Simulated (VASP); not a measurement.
Input:

Space group P6₃/mmc (No. 194); a = b = 2.9931 Å, c = 5.8510 Å, α = β = 90.00°, γ = 120.00°

```csv
atom,site,symmetry,x,y,z
Cd,2c,-6m2,0.3333,0.6667,0.2500
```

The numbers are results of PBE GGA, VASP's PBE PAW potentials (set 64) (plane waves; VASP 6.6.1), not measurements. Numerical set-up: 480 eV cut-off, 14×14×6 Γ-centred mesh, first-order Methfessel-Paxton smearing of 0.10 eV, potentials Cd.

Each relaxation starts from this cell; other phases were not tried.

Task: The cell is relaxed at 15 GPa. What happens?

Result: The volume per atom goes from 22.70 to 18.65 Å³ (-17.8 %), and the cell becomes a = 2.9442 Å, b = 2.9442 Å, c = 4.9678 Å, α = 90.00°, β = 90.00°, γ = 120.00°, space group P6_3/mmc.

Task: The cell is relaxed at 30 GPa. What happens?

Result: The volume per atom goes from 22.70 to 16.89 Å³ (-25.6 %), and the cell becomes a = 2.859 Å, b = 2.859 Å, c = 4.770 Å, α = 90.00°, β = 90.00°, γ = 120.00°, space group P6_3/mmc.

Failed runs are left out, and for metals the shear rows, which the mesh's noise covers.

The compound is Cd in the hcp structure.
